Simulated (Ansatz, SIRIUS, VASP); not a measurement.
One calculation of NbCu, 3 ways

```
CELL_PARAMETERS angstrom
0.00000 2.56221 2.56221
2.56221 0.00000 2.56221
2.56221 2.56221 0.00000
ATOMIC_POSITIONS crystal
Nb 0.00000 0.00000 0.00000
Cu 0.50000 0.50000 0.50000
```

The cell comes from a database or a generator and needn't be the stable form of this composition.

Alike in all runs: task equation of state; functional PBE; k mesh 9 × 9 × 9; occupations fermi-dirac, width 0.05 eV; no spin polarisation; no spin-orbit coupling.

```tsv
program and potentials	plane-wave cutoff (eV)	notes	equilibrium volume (Å³/atom)	bulk modulus (GPa)
VASP, PBE PAW files Cu, Nb_sv, 520 eV	520	-	16.83	142.6
SIRIUS, all-electron FP-LAPW, apw+lo standard	-	-	16.81	144.1
Ansatz, Ansatz PAW (earlier soft set)	420	-	?	?
```

Estimate from the other rows what the run with Ansatz, Ansatz PAW (earlier soft set) gave.

Equilibrium volume 16.82 Å³/atom; bulk modulus 143.8 GPa. The other rows, which needn't bracket it: equilibrium volume 16.81 to 16.83; bulk modulus 142.6 to 144.1.
